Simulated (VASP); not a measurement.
VASP ran on this input.

INCAR:
```
SYSTEM = Li2Se
PREC = Accurate
ENCUT = 520
EDIFF = 1E-7
NELM = 100
ALGO = Normal
LREAL = .FALSE.
LASPH = .TRUE.
ISMEAR = -5
GGA = PE
IVDW = 13
LMAXMIX = 4
LWAVE = .FALSE.
LCHARG = .TRUE.
LORBIT = 11
NEDOS = 601
ISIF = 2
LEFG = .TRUE.
```

KPOINTS:
```
Automatic mesh
0
Gamma
7 7 7
0 0 0
```

### POSCAR
```
Li2Se
1
    0.0000000000     2.9681130858     2.9681130858
    2.9681130858     0.0000000000     2.9681130858
    2.9681130858     2.9681130858     0.0000000000
Li Se
2 1
Direct
  0.2500000000   0.2500000000   0.2500000000
  0.7500000000   0.7500000000   0.7500000000
  0.0000000000   0.0000000000   0.0000000000
```

POTCAR, in this order: Li_sv Se (PBE.64 set). Program: vasp_std.

Problem. Translate this PBE-D4 calculation to Ansatz.

Solution. One equivalent input (not run):
Ansatz 0.2 input:
```yaml
crystal:
  lattice:
    - [0.0000000, 2.9681131, 2.9681131]
    - [2.9681131, 0.0000000, 2.9681131]
    - [2.9681131, 2.9681131, 0.0000000]
  atoms:
    - { symbol: Li, position: [0.2500000, 0.2500000, 0.2500000] }
    - { symbol: Li, position: [0.7500000, 0.7500000, 0.7500000] }
    - { symbol: Se, position: [0.0000000, 0.0000000, 0.0000000] }
kpoints:
  mp_grid: { grid: [7, 7, 7] }
hamiltonian:
  xc: pbe
  dispersion: d4
  pseudopotentials: { kind: paw }
scf:
  occupations: { method: tetrahedron }
  max_iter: 100
output: { forces: true, stress: true, eigenvalues: true }
```
What does not carry over: each code has its own PAW files, so the cut-off isn't converted (ENCUT is set for VASP's; basis.ecutwfc is left out, and Ansatz then takes the one that its files recommend); Ansatz stops its SCF on the density residual and VASP on the energy change (EDIFF); the field gradients of LEFG aren't asked of the other code.

The compound is Li2Se in the antifluorite structure. It was relaxed first.
